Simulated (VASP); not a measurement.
Input of a VASP 6.6.1 run:

run.py

```python
from ase.calculators.vasp import Vasp
from ase.dft.dos import DOS
from ase.io import read

atoms = read('BeSb.cif')
calc = Vasp(
    directory='calc',
    xc='pbesol',
    pp='PBE',
    setups='minimal',
    prec='Accurate',
    encut=500,
    ediff=1e-07,
    ismear=0,
    sigma=0.05,
    lreal=False,
    lasph=True,
    nelm=100,
    algo='Normal',
    isif=2,
    lwave=False,
    lcharg=False,
    lorbit=11,
    lsorbit=True,
    gga_compat=False,
    ivdw=11,
    kpts=[8, 8, 9],
    gamma=True,
)
atoms.calc = calc

print('energy (eV):', atoms.get_potential_energy())
print('free energy (eV):', atoms.get_potential_energy(force_consistent=True))
print('forces (eV/A):')
print(atoms.get_forces())
print('stress (eV/A^3, Voigt):', atoms.get_stress())
print('Fermi level (eV):', calc.get_fermi_level())
dos = DOS(calc, width=0.1, window=(-10, 10), npts=201)
print('E - E_F (eV), DOS (1/eV)')
for e, g in zip(dos.get_energies(), dos.get_dos()):
    print(f'{e:8.3f} {g:10.4f}')
```

File BeSb.cif:

```cif
data_BeSb
_cell_length_a 3.87910000
_cell_length_b 3.87910074
_cell_length_c 3.03755000
_cell_angle_alpha 90.00000000
_cell_angle_beta 90.00000000
_cell_angle_gamma 119.99999368
_space_group_name_H-M_alt 'P1'
_space_group_name_Hall 'P 1'
_space_group_IT_number 1
loop_
_space_group_symop_operation_xyz
'x,y,z'
loop_
_atom_site_label
_atom_site_type_symbol
_atom_site_symmetry_multiplicity
_atom_site_Wyckoff_symbol
_atom_site_fract_x
_atom_site_fract_y
_atom_site_fract_z
_atom_site_occupancy
Be1 Be 1 a 0.0126520000 -0.0157220000 0.0218150000 1
Sb1 Sb 1 a 0.3402720000 0.6615170000 0.5509590000 1
```

Potentials or basis: VASP PAW PBE potentials, release 64 (Be, Sb).

Run with:

```bash
$ python run.py
```

(1) Predict the largest force.

(2) Estimate the pressure.

Results:

(1) 0.174 eV/Å.

(2) -3.0 GPa.

Caveat: the PAW data sets were made with another functional, which shifts forces and pressure a little.
